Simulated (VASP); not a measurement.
Given:

```xyz
3
Lattice="1.8148 -3.1434 0.0000 1.8148 3.1434 0.0000 0.0000 0.0000 5.8256" Properties=species:S:1:pos:R:3 pbc="T T T"
Zr     0.0000     0.0000     0.0000
S      1.8148     1.0478     1.4534
S      1.8148    -1.0478     4.3722
```

Calculation: PBEsol GGA, VASP's PBE PAW potentials (set 64) (plane waves; VASP 6.6.1). Run with 480 eV cut-off, 6×6×4 Γ-centred mesh, Gaussian smearing of 0.050 eV, potentials Zr_sv S.

Without a dispersion term in the relaxation, distances and binding between the weakly bound layers, chains or molecules are unreliable, and so is what depends on them.

Each relaxation starts from this cell; other phases were not tried.

The cell is relaxed at 5 GPa. What happens?

The volume per atom goes from 22.16 to 19.80 Å³ (-10.6 %), and the cell becomes a = b = 3.553 Å, c = 5.432 Å, α = β = 90.00°, γ = 120.00°, space group P-3m1. The gap on the mesh goes from 0.72 to 0.10 eV.

The cell is relaxed at 15 GPa. What happens?

The volume per atom goes from 22.16 to 17.68 Å³ (-20.2 %), and the cell becomes a = b = 3.432 Å, c = 5.199 Å, α = β = 90.00°, γ = 120.00°, space group P-3m1. The gap on the mesh, 0.72 eV at the start, closes.

Failed runs are left out, and for metals the shear rows, which the mesh's noise covers.

The compound is ZrS2 in the 1T layered structure.
